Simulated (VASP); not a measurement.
```
CELL_PARAMETERS angstrom
      1.59383    -2.75446     0.00000
      1.59383     2.75446     0.00000
      0.00000     0.00000     5.05210
ATOMIC_POSITIONS crystal
  Hf 0.33333 0.66667 0.25000
  Hf 0.68008 0.34675 0.75000
```

Computed with revPBE GGA, VASP's PBE PAW potentials (set 64) (plane waves; VASP). Run with 400 eV cut-off, 12×12×7 Γ-centred mesh, first-order Methfessel-Paxton smearing of 0.10 eV, potentials Hf_pv.

Question: Give the force on each atom (eV/Å).

Answer: 
```csv
atom,Fx,Fy,Fz
Hf1,0.087,0.006,0.000
Hf2,-0.087,-0.006,0.000
```

Question: Give the stress tensor in GPa (positive for a compressed cell).

Answer: 
```
 3.36  -0.48   0.00
-0.48   3.65   0.00
 0.00   0.00   3.04
```
The pressure is its mean diagonal, 3.35 GPa.

The compound is Hf in the hcp structure. The cell was not relaxed at this level, atoms are displaced from their ideal sites. The run is one of a series of settings (GGA = RE against the base run), some of them coarse on purpose.
